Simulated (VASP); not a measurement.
# Quasiparticle energies of AlN in VASP

How does the gap of AlN change from the starting functional to GW? The cell is of the zinc-blende type, one of the forms listed for this formula. The start is a computed cell from the Materials Project.

Method: PBE; plane waves and PAW (Al_GW, N_GW), in the first sound run; inputs show where later runs differ, in VASP 6.6.1.

This is a report of a sequence of runs, with most program output left out.

**1. Set-up**

It takes space group F-43m (No. 216, cubic). The conventional cell has a = 4.368 Å, b = 4.368 Å, c = 4.368 Å, α = 90.00°, β = 90.00°, γ = 90.00°. Al has 4 N at 1.89 Å nearest. Nearest to N lie 4 Al at 1.89 Å. Farther neighbours and most contacts between anions are not listed.

Coordinates:

```cif
data_structure
_symmetry_space_group_name_H-M 'F-43m'
_symmetry_Int_Tables_number 216
_cell_length_a 4.3680
_cell_length_b 4.3680
_cell_length_c 4.3680
_cell_angle_alpha 90.000
_cell_angle_beta 90.000
_cell_angle_gamma 90.000
_cell_volume 83.34
loop_
_atom_site_label
_atom_site_type_symbol
_atom_site_symmetry_multiplicity
_atom_site_Wyckoff_symbol
_atom_site_fract_x
_atom_site_fract_y
_atom_site_fract_z
_atom_site_occupancy
Al1 Al 4 a 0.00000 0.00000 0.00000 1
N1 N 4 d 0.25000 0.25000 0.75000 1
```

**2. Ground state**

The orbitals come from a self-consistent PBE run with a tight EDIFF and a narrow smearing. KPOINTS_OPT adds the bands along a path, which shows whether the mesh holds the band edges.

The input, INCAR:

```
SYSTEM = AlN
PREC = Accurate
ENCUT = 450
EDIFF = 1E-08
NELM = 100
ISMEAR = 0
SIGMA = 0.01
LREAL = .FALSE.
ALGO = Normal
GGA = PE
NBANDS = 10
LORBIT = 11
LWAVE = .TRUE.
LCHARG = .FALSE.
KPAR = 8
```

The input, POSCAR:

```
AlN
1.0
    0.0000000000      2.1839935596      2.1839935596
    2.1839935596      0.0000000000      2.1839935596
    2.1839935596      2.1839935596      0.0000000000
Al N
1 1
Direct
    0.0000000000      0.0000000000      0.0000000000
    0.2500000000      0.2500000000      0.2500000000
```

The input, KPOINTS:

```
Automatic mesh
0
Gamma
4 4 4
0 0 0
```

The input, KPOINTS_OPT:

```
Line mode
12
Line-mode
Reciprocal
  0.00000000   0.00000000   0.00000000 GAMMA
  0.50000000   0.00000000   0.50000000 X

  0.50000000   0.00000000   0.50000000 X
  0.50000000   0.25000000   0.75000000 W

  0.50000000   0.25000000   0.75000000 W
  0.37500000   0.37500000   0.75000000 K

  0.37500000   0.37500000   0.75000000 K
  0.00000000   0.00000000   0.00000000 GAMMA

  0.00000000   0.00000000   0.00000000 GAMMA
  0.50000000   0.50000000   0.50000000 L

  0.50000000   0.50000000   0.50000000 L
  0.62500000   0.25000000   0.62500000 U

  0.62500000   0.25000000   0.62500000 U
  0.50000000   0.25000000   0.75000000 W

  0.50000000   0.25000000   0.75000000 W
  0.50000000   0.50000000   0.50000000 L

  0.50000000   0.50000000   0.50000000 L
  0.37500000   0.37500000   0.75000000 K

  0.62500000   0.25000000   0.62500000 U
  0.50000000   0.00000000   0.50000000 X
```

Potentials, in the order of the species: Al_GW and N_GW (PBE family, release 64).

On the command line:

```sh
$ mpirun -np 8 vasp_std
```

Wall time 4.2 s (8 MPI ranks of AMD EPYC 7R43, shared host); peak memory 0.8 GiB.

Numbers from this step:

```yaml
free_energy_toten: -14.83 eV
fermi_energy: 5.028 eV
pressure: 2.446 GPa
least_gap_on_mesh_and_path: 3.290 eV
least_direct_gap_on_mesh_and_path: 4.175 eV
```

The highest empty bands on the path are converged less tightly, to about 0.1 eV. The electronic bands at the labelled points (eV, zero at the valence-band top; v1 is the highest filled band, c1 the lowest empty one):

| point | v3 | v2 | v1 | c1 | c2 |
| --- | --- | --- | --- | --- | --- |
| Γ | 0.00 | 0.00 | 0.00 | 4.18 | 12.52 |
| 0.45 of the way | -2.59 | -0.86 | -0.86 | 6.09 | 10.47 |
| X | -4.92 | -1.78 | -1.78 | 3.29 | 8.59 |
| 0.45 of the way | -4.64 | -2.31 | -2.24 | 4.36 | 9.46 |
| W | -3.79 | -3.45 | -2.71 | 6.03 | 11.41 |
| 0.45 of the way | -4.09 | -3.51 | -2.08 | 5.68 | 10.56 |
| K | -4.27 | -3.65 | -1.38 | 5.14 | 10.09 |
| 0.45 of the way | -3.84 | -1.77 | -0.28 | 7.62 | 9.82 |
| Γ | 0.00 | 0.00 | 0.00 | 4.18 | 12.52 |
| 0.55 of the way | -3.65 | -0.29 | -0.29 | 6.62 | 10.78 |
| L | -5.88 | -0.48 | -0.48 | 7.35 | 9.85 |
| 0.45 of the way | -5.43 | -1.78 | -0.79 | 7.39 | 8.93 |
| U | -4.27 | -3.65 | -1.38 | 5.14 | 10.09 |
| 0.45 of the way | -4.14 | -3.55 | -1.90 | 5.55 | 10.42 |
| W | -3.79 | -3.45 | -2.71 | 6.03 | 11.41 |
| 0.55 of the way | -5.28 | -2.02 | -1.01 | 7.29 | 9.01 |
| L | -5.88 | -0.48 | -0.48 | 7.35 | 9.85 |
| 0.55 of the way | -5.23 | -2.21 | -0.89 | 6.93 | 9.33 |
| K | -4.27 | -3.65 | -1.38 | 5.14 | 10.09 |
| jump to U | -4.27 | -3.65 | -1.38 | 5.14 | 10.09 |
| 0.55 of the way | -4.78 | -2.38 | -1.70 | 3.83 | 9.04 |
| X | -4.92 | -1.78 | -1.78 | 3.29 | 8.59 |

Of the projections kept (Al, N), the largest for each band there; the rest of the weight can lie on other orbitals:

| point | v3 | v2 | v1 | c1 | c2 |
| --- | --- | --- | --- | --- | --- |
| Γ | N 0.85 | N 0.85 | N 0.85 | N 0.71 | Al 1.00 |
| X | N 0.58 | N 0.75 | N 0.75 | Al 0.82 | Al 1.00 |
| W | N 0.57 | N 0.72 | N 0.67 | N 0.61 | N 0.64 |
| K | N 0.58 | N 0.66 | N 0.77 | Al 0.64 | Al 0.57 |
| Γ | N 0.85 | N 0.85 | N 0.85 | N 0.71 | Al 1.00 |
| L | N 0.55 | N 0.82 | N 0.82 | Al 0.65 | N 0.82 |

The cell has a gap of 3.29 eV on mesh and path and a pressure of +2.4 GPa, which holds the misfit of the given cell and coordinates with this functional, and any error of cutoff, mesh and data sets.

**3. Empty bands**

ALGO = Exact makes the empty bands from the converged ground state in one step. LOPTICS writes the k-derivatives of the orbitals (WAVEDER), which give the long-wavelength limit of the screening.

The input, INCAR:

```
SYSTEM = AlN
PREC = Accurate
ENCUT = 450
ISMEAR = 0
SIGMA = 0.01
LREAL = .FALSE.
GGA = PE
NBANDS = 40
ALGO = Exact
NELM = 1
LWAVE = .TRUE.
LCHARG = .FALSE.
LOPTICS = .TRUE.
NEDOS = 1000
CSHIFT = 0.1
```

POSCAR is that of step 2.

KPOINTS is that of step 2.

On the command line:

```sh
$ mpirun -np 8 vasp_std
```

The job ended after 2 s (8 MPI ranks; peak memory 0.65 GiB).

The gap is read on the k-mesh alone, so it is an upper bound where the band edges lie off the mesh.

A gap read on the k-mesh alone can miss the band edges.

Numbers from this step:

| Item | Value |
| --- | --- |
| gap on the k-mesh | 3.290 eV |
| least direct gap on the k-mesh | 4.175 eV |

WAVECAR now holds 40 bands for 8 electrons. Its independent-particle dielectric tensor has xx, yy, zz = 5.4, 5.4, 5.4 on this mesh, which isn't tested for convergence in mesh or bands and lacks local fields.

**4. G0W0, ENCUTGW 80, bands in the sums 40**

This step: G0W0 on PBE; plane waves and PAW (Al_GW, N_GW) (VASP 6.6.1).

G0W0 keeps orbitals and screening fixed and shifts each of the lowest NBANDSGW levels once.

The input, INCAR:

```
SYSTEM = AlN
PREC = Accurate
ENCUT = 450
ISMEAR = 0
SIGMA = 0.01
LREAL = .FALSE.
GGA = PE
NBANDS = 40
ALGO = EVGW0
NELMGW = 1
ENCUTGW = 80
NOMEGA = 64
PRECFOCK = Fast
NBANDSGW = 16
LWAVE = .FALSE.
LCHARG = .FALSE.
```

POSCAR is that of step 3.

KPOINTS is that of step 3.

On the command line:

```sh
$ mpirun -np 8 vasp_std
```

It took 6 s on 8 MPI ranks; peak memory 0.66 GiB.

This step gave:

```yaml
quasiparticle_gap_on_the_mesh: 4.290 eV
smallest_direct_quasiparticle_gap_on_the_mesh: 5.503 eV
gap_of_the_starting_orbitals_on_the_mesh: 3.290 eV
```

GW takes the gap from 3.290 to 4.290 eV. The value holds for 40 bands, ENCUTGW = 80 eV and this mesh, and isn't shown to be converged in them.

**5. Empty bands**

This step: PBE; plane waves and PAW (Al_GW, N_GW) (VASP 6.6.1).

The empty bands are made again, for the run that follows.

The input, INCAR:

```
SYSTEM = AlN
PREC = Accurate
ENCUT = 450
ISMEAR = 0
SIGMA = 0.01
LREAL = .FALSE.
GGA = PE
NBANDS = 48
ALGO = Exact
NELM = 1
LWAVE = .TRUE.
LCHARG = .FALSE.
LOPTICS = .TRUE.
NEDOS = 1000
CSHIFT = 0.1
```

POSCAR is that of step 4.

KPOINTS is that of step 4.

On the command line:

```sh
$ mpirun -np 8 vasp_std
```

Wall time 2.2 s (8 MPI ranks); peak memory 0.65 GiB; 11 s of CPU time.

WAVECAR now holds 48 bands for 8 electrons.

**6. G0W0, ENCUTGW 100, bands in the sums 48**

This step: G0W0 on PBE; plane waves and PAW (Al_GW, N_GW) (VASP 6.6.1).

ENCUTGW rises to 100 eV and the bands with it, to about the number of plane waves under that cutoff.

The input, INCAR:

```
SYSTEM = AlN
PREC = Accurate
ENCUT = 450
ISMEAR = 0
SIGMA = 0.01
LREAL = .FALSE.
GGA = PE
NBANDS = 48
ALGO = EVGW0
NELMGW = 1
ENCUTGW = 100
NOMEGA = 64
PRECFOCK = Fast
NBANDSGW = 16
LWAVE = .FALSE.
LCHARG = .FALSE.
```

POSCAR is that of step 5.

KPOINTS is that of step 5.

On the command line:

```sh
$ mpirun -np 8 vasp_std
```

Wall time 6 s (8 MPI ranks); peak memory 0.71 GiB; 43 s of CPU time.

The gap is now 4.385 eV, +95 meV against the GW run before.

**7. Empty bands**

This step: PBE; plane waves and PAW (Al_GW, N_GW) (VASP 6.6.1).

The input, INCAR:

```
SYSTEM = AlN
PREC = Accurate
ENCUT = 450
ISMEAR = 0
SIGMA = 0.01
LREAL = .FALSE.
GGA = PE
NBANDS = 64
ALGO = Exact
NELM = 1
LWAVE = .TRUE.
LCHARG = .FALSE.
LOPTICS = .TRUE.
NEDOS = 1000
CSHIFT = 0.1
```

POSCAR is that of step 6.

KPOINTS is that of step 6.

On the command line:

```sh
$ mpirun -np 8 vasp_std
```

Wall time 1.8 s (8 MPI ranks); peak memory 0.65 GiB; 9.4 s of CPU time.

WAVECAR now holds 64 bands for 8 electrons.

**8. G0W0, ENCUTGW 120, bands in the sums 64**

This step: G0W0 on PBE; plane waves and PAW (Al_GW, N_GW) (VASP 6.6.1).

ENCUTGW rises to 120 eV and the bands with it, to about the number of plane waves under that cutoff.

The input, INCAR:

```
SYSTEM = AlN
PREC = Accurate
ENCUT = 450
ISMEAR = 0
SIGMA = 0.01
LREAL = .FALSE.
GGA = PE
NBANDS = 64
ALGO = EVGW0
NELMGW = 1
ENCUTGW = 120
NOMEGA = 64
PRECFOCK = Fast
NBANDSGW = 16
LWAVE = .FALSE.
LCHARG = .FALSE.
```

POSCAR is that of step 7.

KPOINTS is that of step 7.

On the command line:

```sh
$ mpirun -np 8 vasp_std
```

Run time: 7 s. Hardware: 8 MPI ranks; peak memory 0.77 GiB; 51 s of CPU time.

The gap is now 4.471 eV, +86 meV against the GW run before.

**9. Empty bands**

This step: PBE; plane waves and PAW (Al_GW, N_GW) (VASP 6.6.1).

The input, INCAR:

```
SYSTEM = AlN
PREC = Accurate
ENCUT = 450
ISMEAR = 0
SIGMA = 0.01
LREAL = .FALSE.
GGA = PE
NBANDS = 88
ALGO = Exact
NELM = 1
LWAVE = .TRUE.
LCHARG = .FALSE.
LOPTICS = .TRUE.
NEDOS = 1000
CSHIFT = 0.1
```

POSCAR is that of step 8.

KPOINTS is that of step 8.

On the command line:

```sh
$ mpirun -np 8 vasp_std
```

Run time: 2.2 s. Hardware: 8 MPI ranks; peak memory 0.63 GiB.

WAVECAR now holds 88 bands for 8 electrons.

**10. G0W0, ENCUTGW 145, bands in the sums 88**

This step: G0W0 on PBE; plane waves and PAW (Al_GW, N_GW) (VASP 6.6.1).

ENCUTGW rises to 145 eV and the bands with it, to about the number of plane waves under that cutoff.

The input, INCAR:

```
SYSTEM = AlN
PREC = Accurate
ENCUT = 450
ISMEAR = 0
SIGMA = 0.01
LREAL = .FALSE.
GGA = PE
NBANDS = 88
ALGO = EVGW0
NELMGW = 1
ENCUTGW = 145
NOMEGA = 64
PRECFOCK = Fast
NBANDSGW = 16
LWAVE = .FALSE.
LCHARG = .FALSE.
```

POSCAR is that of step 9.

KPOINTS is that of step 9.

On the command line:

```sh
$ mpirun -np 8 vasp_std
```

Run time: 9 s. Hardware: 8 MPI ranks; peak memory 0.82 GiB.

The gap is now 4.557 eV, +86 meV against the GW run before.

**11. Empty bands**

This step: PBE; plane waves and PAW (Al_GW, N_GW) (VASP 6.6.1).

The input, INCAR:

```
SYSTEM = AlN
PREC = Accurate
ENCUT = 450
ISMEAR = 0
SIGMA = 0.01
LREAL = .FALSE.
GGA = PE
NBANDS = 112
ALGO = Exact
NELM = 1
LWAVE = .TRUE.
LCHARG = .FALSE.
LOPTICS = .TRUE.
NEDOS = 1000
CSHIFT = 0.1
```

POSCAR is that of step 10.

KPOINTS is that of step 10.

On the command line:

```sh
$ mpirun -np 8 vasp_std
```

It took 2 s on 8 MPI ranks; peak memory 0.59 GiB.

WAVECAR now holds 112 bands for 8 electrons.

**12. G0W0, ENCUTGW 170, bands in the sums 112**

This step: G0W0 on PBE; plane waves and PAW (Al_GW, N_GW) (VASP 6.6.1).

ENCUTGW rises to 170 eV and the bands with it, to about the number of plane waves under that cutoff.

The input, INCAR:

```
SYSTEM = AlN
PREC = Accurate
ENCUT = 450
ISMEAR = 0
SIGMA = 0.01
LREAL = .FALSE.
GGA = PE
NBANDS = 112
ALGO = EVGW0
NELMGW = 1
ENCUTGW = 170
NOMEGA = 64
PRECFOCK = Fast
NBANDSGW = 16
LWAVE = .FALSE.
LCHARG = .FALSE.
```

POSCAR is that of step 11.

KPOINTS is that of step 11.

On the command line:

```sh
$ mpirun -np 8 vasp_std
```

It took 11 s on 8 MPI ranks; peak memory 0.9 GiB; 85 s of CPU time.

The gap is now 4.618 eV, +61 meV against the GW run before.

**13. Empty bands**

This step: PBE; plane waves and PAW (Al_GW, N_GW) (VASP 6.6.1).

The input, INCAR:

```
SYSTEM = AlN
PREC = Accurate
ENCUT = 450
ISMEAR = 0
SIGMA = 0.01
LREAL = .FALSE.
GGA = PE
NBANDS = 136
ALGO = Exact
NELM = 1
LWAVE = .TRUE.
LCHARG = .FALSE.
LOPTICS = .TRUE.
NEDOS = 1000
CSHIFT = 0.1
```

POSCAR is that of step 12.

KPOINTS is that of step 12.

On the command line:

```sh
$ mpirun -np 8 vasp_std
```

Elapsed: 2.2 s, on 8 MPI ranks; peak memory 0.64 GiB.

WAVECAR now holds 136 bands for 8 electrons.

**14. G0W0, ENCUTGW 200, bands in the sums 136**

This step: G0W0 on PBE; plane waves and PAW (Al_GW, N_GW) (VASP 6.6.1).

ENCUTGW rises to 200 eV and the bands with it, to about the number of plane waves under that cutoff.

The input, INCAR:

```
SYSTEM = AlN
PREC = Accurate
ENCUT = 450
ISMEAR = 0
SIGMA = 0.01
LREAL = .FALSE.
GGA = PE
NBANDS = 136
ALGO = EVGW0
NELMGW = 1
ENCUTGW = 200
NOMEGA = 64
PRECFOCK = Fast
NBANDSGW = 16
LWAVE = .FALSE.
LCHARG = .FALSE.
```

POSCAR is that of step 13.

KPOINTS is that of step 13.

On the command line:

```sh
$ mpirun -np 8 vasp_std
```

Wall time 15 s (8 MPI ranks); peak memory 1 GiB.

The gap is now 4.673 eV, +55 meV against the GW run before.

**15. Empty bands**

This step: PBE; plane waves and PAW (Al_GW, N_GW) (VASP 6.6.1).

The input, INCAR:

```
SYSTEM = AlN
PREC = Accurate
ENCUT = 450
ISMEAR = 0
SIGMA = 0.01
LREAL = .FALSE.
GGA = PE
NBANDS = 168
ALGO = Exact
NELM = 1
LWAVE = .TRUE.
LCHARG = .FALSE.
LOPTICS = .TRUE.
NEDOS = 1000
CSHIFT = 0.1
```

POSCAR is that of step 14.

KPOINTS is that of step 14.

On the command line:

```sh
$ mpirun -np 8 vasp_std
```

It took 2.2 s on 8 MPI ranks; peak memory 0.63 GiB.

WAVECAR now holds 168 bands for 8 electrons.

**16. G0W0, ENCUTGW 230, bands in the sums 168**

This step: G0W0 on PBE; plane waves and PAW (Al_GW, N_GW) (VASP 6.6.1).

ENCUTGW rises to 230 eV and the bands with it, to about the number of plane waves under that cutoff.

The input, INCAR:

```
SYSTEM = AlN
PREC = Accurate
ENCUT = 450
ISMEAR = 0
SIGMA = 0.01
LREAL = .FALSE.
GGA = PE
NBANDS = 168
ALGO = EVGW0
NELMGW = 1
ENCUTGW = 230
NOMEGA = 64
PRECFOCK = Fast
NBANDSGW = 16
LWAVE = .FALSE.
LCHARG = .FALSE.
```

POSCAR is that of step 15.

KPOINTS is that of step 15.

On the command line:

```sh
$ mpirun -np 8 vasp_std
```

The job ended after 17 s (8 MPI ranks; peak memory 1.1 GiB).

The gap is now 4.723 eV, +49 meV against the GW run before.

**17. Empty bands**

This step: PBE; plane waves and PAW (Al_GW, N_GW) (VASP 6.6.1).

The input, INCAR:

```
SYSTEM = AlN
PREC = Accurate
ENCUT = 450
ISMEAR = 0
SIGMA = 0.01
LREAL = .FALSE.
GGA = PE
NBANDS = 200
ALGO = Exact
NELM = 1
LWAVE = .TRUE.
LCHARG = .FALSE.
LOPTICS = .TRUE.
NEDOS = 1000
CSHIFT = 0.1
```

POSCAR is that of step 16.

KPOINTS is that of step 16.

On the command line:

```sh
$ mpirun -np 8 vasp_std
```

Wall time 2 s (8 MPI ranks); peak memory 0.63 GiB.

WAVECAR now holds 200 bands for 8 electrons.

**18. G0W0, ENCUTGW 260, bands in the sums 200**

This step: G0W0 on PBE; plane waves and PAW (Al_GW, N_GW) (VASP 6.6.1).

ENCUTGW rises to 260 eV and the bands with it, to about the number of plane waves under that cutoff.

The input, INCAR:

```
SYSTEM = AlN
PREC = Accurate
ENCUT = 450
ISMEAR = 0
SIGMA = 0.01
LREAL = .FALSE.
GGA = PE
NBANDS = 200
ALGO = EVGW0
NELMGW = 1
ENCUTGW = 260
NOMEGA = 64
PRECFOCK = Fast
NBANDSGW = 16
LWAVE = .FALSE.
LCHARG = .FALSE.
```

POSCAR is that of step 17.

KPOINTS is that of step 17.

On the command line:

```sh
$ mpirun -np 8 vasp_std
```

Elapsed: 22 s, on 8 MPI ranks; peak memory 1.3 GiB; 2.8 min of CPU time.

The gap is now 4.756 eV, +33 meV against the GW run before.

**19. Summary**

This step: GW series: G0W0 on PBE; plane waves and PAW (VASP 6.6.1).

This step runs nothing: it gathers the runs above.

This step gave:

```
gap extrapolated to a complete basis        : 4.928 eV
direct gap extrapolated to a complete basis : 5.879 eV
```

G0W0 on a 4x4x4 mesh; cost is wall time times ranks on a shared host, with the step that makes the empty bands but not the self-consistent start. G0W0 series:

| response cutoff ENCUTGW (eV) | bands | quasiparticle gap (eV) | direct quasiparticle gap (eV) | cost (core minutes) |
| --- | --- | --- | --- | --- |
| 80 | 40 | 4.29 | 5.503 | 1.07 |
| 100 | 48 | 4.385 | 5.617 | 1.09 |
| 120 | 64 | 4.471 | 5.688 | 1.17 |
| 145 | 88 | 4.557 | 5.747 | 1.49 |
| 170 | 112 | 4.618 | 5.784 | 1.76 |
| 200 | 136 | 4.673 | 5.811 | 2.24 |
| 230 | 168 | 4.723 | 5.825 | 2.61 |
| 260 | 200 | 4.756 | 5.833 | 3.2 |

**20. What came out**

```
G0W0 on PBE, 200 bands, ENCUTGW 260 eV, NOMEGA 64, mesh 4×4×4 : 3.290 → 4.756 eV
G0W0 on PBE, 40 bands, ENCUTGW 80 eV, NOMEGA 64, mesh 4×4×4   : 3.290 → 4.290 eV
gap at a complete basis (linear in ENCUTGW^-3/2)              : 4.93 eV
```

In words: G0W0 gives a quasiparticle gap of 4.756 eV on the mesh, 1.47 eV over the PBE gap on the same mesh. On mesh and path the starting valence top lies at Γ, or a path point next to it and level with it, and the conduction bottom at (0.5, 0.5, 0), so the starting gap is indirect. At the starting level the gap on the GW mesh lies within 20 meV of that on the path. The steps of the series move the gap by +95, +86, +86, +61, +55, +49, +33 meV; the last costs 1.2 times the one before. The last step lies outside a tolerance of 30 meV, picked for this account, and the last two together move the gap by +83 meV. Extrapolated from the last three points to a complete basis, the gap is 4.93 eV, +172 meV from the dearest run. The extrapolation removes the error of the response basis alone, at this mesh, ENCUT and data set. On a mesh this coarse the value is a test of cost more than a converged gap. Not tabulated here, as repeats of values shown or as unfit to read for their mesh, reference level or band range: eps2 curves (empty bands); eps1 curves and static values (empty bands); gaps (empty bands).

[Lines on the potential files, build, host, timing and source positions are cut from VASP's logs without a mark.]

[Logs are printed without paths, hosts, clocks, repeated set-up lines and the standing remarks that a program may print on its own settings, such as how far it seeks lower states.]

[Hosts, paths, dates, database ids (printed as entryN), source tags and the programs' standing remarks are cut or masked in the printed files.]

[Pressures printed for these runs are not shown converged in the cutoff: they can be off by several GPa and have the wrong sign.]
